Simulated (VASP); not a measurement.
Data:

```xyz
2
Lattice="0.0000 2.0010 2.0010 2.0010 0.0000 2.0010 2.0010 2.0010 0.0000" Properties=species:S:1:pos:R:3 pbc="T T T"
Li     0.0000     0.0000     0.0000
H      2.0010     2.0010     2.0010
```

Level of theory: rev-vdW-DF2, VASP's PBE PAW potentials (set 64) (plane waves; VASP 6.6.1). Settings: 520 eV cut-off, Gaussian smearing of 0.050 eV, potentials Li_sv H.

Predict the band gap (along the path) with the smallest direct gap where there is one.

The band gap (along the path) comes out as 3.12 eV. The smallest direct gap (along the path) comes out as 3.12 eV.

Only differences to runs with the same potentials and settings are physical.

The compound is LiH in the rock salt structure. It was relaxed first, which changed the volume by -6 %.
